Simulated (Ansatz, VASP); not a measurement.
# Ta3I: VASP beside Ansatz

INCAR

```
PREC = Accurate
ENCUT = 600
EDIFF = 1E-7
ISMEAR = 0
SIGMA = 0.1
LREAL = False
LASPH = True
NELM = 60
ALGO = Normal
ISIF = 3
LWAVE = False
LCHARG = False
GGA = PE
IBRION = 2
NSW = 100
EDIFFG = -0.01
```

The input KPOINTS:

```
Automatic mesh
0
Gamma
  8 8 8
```

The input POSCAR:

```
Ta3I
1.0
    5.3389710425      0.0000000000      0.0000000000
    0.0000000000      5.3389710425      0.0000000000
    0.0000000000      0.0000000000      5.3389710425
Ta I
6 2
Direct
    0.2500000000      0.0000000000      0.5000000000
    0.7500000000      0.0000000000      0.5000000000
    0.0000000000      0.5000000000      0.2500000000
    0.0000000000      0.5000000000      0.7500000000
    0.5000000000      0.7500000000      0.0000000000
    0.5000000000      0.2500000000      0.0000000000
    0.0000000000      0.0000000000      0.0000000000
    0.5000000000      0.5000000000      0.5000000000
```

Input for Ansatz:

```yaml
crystal:
  lattice:
    - [5.3389710425, 0.0, 0.0]
    - [0.0, 5.3389710425, 0.0]
    - [0.0, 0.0, 5.3389710425]
  atoms:
    - { symbol: Ta, position: [0.25, 0.0, 0.5] }
    - { symbol: Ta, position: [0.75, 0.0, 0.5] }
    - { symbol: Ta, position: [0.0, 0.5, 0.25] }
    - { symbol: Ta, position: [0.0, 0.5, 0.75] }
    - { symbol: Ta, position: [0.5, 0.75, 0.0] }
    - { symbol: Ta, position: [0.5, 0.25, 0.0] }
    - { symbol: I, position: [0.0, 0.0, 0.0] }
    - { symbol: I, position: [0.5, 0.5, 0.5] }
basis:
  ecutwfc: 420
kpoints:
  mp_grid: { grid: [8, 8, 8] }
hamiltonian:
  xc: pbe
scf:
  occupations: { method: gaussian, width: 0.1 }
output:
  forces: true
  stress: true
  eigenvalues: true
relax:
  adjacent_minimum: "off"
  f_tol: 0.01
  max_steps: 80
  cell: { stress_tol: 0.05 }
```

Change from the starting cell: species swapped into the Ta3Sb type (Pm-3n, No. 223).

Alike in both runs: task relaxation of cell and atoms; functional PBE; k mesh 8 × 8 × 8; occupations gaussian, width 0.1 eV; no spin polarisation.

|  | VASP | Ansatz |
| --- | --- | --- |
| version | VASP 6.6.1 | Ansatz 0.2.0 |
| potentials or method | VASP PAW PBE potentials, release 64 (Ta_pv, I) | scalar-relativistic, plane waves, PAW |
| plane-wave cutoff (eV) | 600 | 420 |
| valence electrons in the cell | 80 | 112 |

```tsv
	VASP	Ansatz	Ansatz less VASP
gap on the k mesh at the Fermi level, each at its own relaxed structure (eV)	none	none	-
relaxed volume (Å³/atom)	19.02	19.02	-0.006
relaxed cell length with the largest relative difference (Å)	5.339	5.338	-0.0006
```

A gap of «none» marks a metal or a gap that the smearing closes. The two sets of potentials don't hold the same shells in valence.

Caveats: the relaxation stopped at its first step, so nothing moved. The runs have no spin-orbit coupling, so splittings on I, Ta are missing.
